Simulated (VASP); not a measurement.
Write the native input for VASP 6.6.1 that does the following.

- Task: single point
- Functional: PBE
- Potentials or basis: VASP PAW PBE potentials, release 64 (Pt, F)
- Cutoff: 520 eV
- k mesh: 7 × 7 × 7
- Occupations: gaussian, width 0.05 eV
- Spin: collinear spin, ferromagnetic start
- Starting moments: [0.5, 0.0, 0.0] μB
- Further INCAR settings: ALGO = Normal; EDIFF = 1e-06

The structure of PtF2 lies in POSCAR:

```
PtF2
1.0
    1.5647742300      0.9034228200      4.7309018300
   -1.5647742300      0.9034228200      4.7309018300
    0.0000000000     -1.8068456500      4.7309018300
Pt F
1 2
Direct
    0.0000000000      0.0000000000      0.0000000000
    0.2520000000      0.2520000000      0.2520000000
    0.7480000000      0.7480000000      0.7480000000
```

The cell was built by a generator and needn't be a form met in nature.

The input as run:

INCAR

```
SYSTEM = PtF2
  ALGO = Normal
  EDIFF = 1E-6
  ENCUT = 520
  GGA = PE
  ISIF = 2
  ISMEAR = 0
  ISPIN = 2
  LASPH = .True.
  LCHARG = .False.
  LMAXMIX = 4
  LORBIT = 11
  LREAL = .False.
  LWAVE = .False.
  MAGMOM = 0.5 0 0
  NELM = 80
  PREC = Accurate
  SIGMA = 0.05
```

KPOINTS

```
k-points
0
Gamma
  7 7 7
  0 0 0
```

Potentials or basis: VASP PAW PBE potentials, release 64 (Pt, F).

Run with:

```console
$ cat potpaw_PBE.64/Pt/POTCAR potpaw_PBE.64/F/POTCAR > POTCAR
$ mpirun -np 1 vasp_std > vasp.out
```

It gave:

```
Pressure                                              : 25.6 GPa
Largest force                                         : 1.645 eV/Å
Band gap on the k mesh                                : 0.10 eV, indirect (least direct gap 0.35 eV)
Net moment                                            : 2.00 μB per cell
Site moments                                          : Pt +1.46; F +0.23 μB
Valence electrons inside the program's atomic spheres : Pt 8.93; F 6.05
```

Caveat: so large a pressure means that the cell lies far from this level's equilibrium, or that cutoff or potentials fall short; spin-orbit coupling is left out, which moves the levels of the heavy elements; an odd mesh through Γ misses points on the zone boundary, where band edges often lie; forces of over 1 eV/Å show positions far from the minimum, so gaps and moduli don't describe the material at rest.

Wall time 2.7 min on 1 thread of AMD EPYC 7R43 64-Core Processor (Zen 3), with other jobs on the host, peak memory 0.27 GiB.
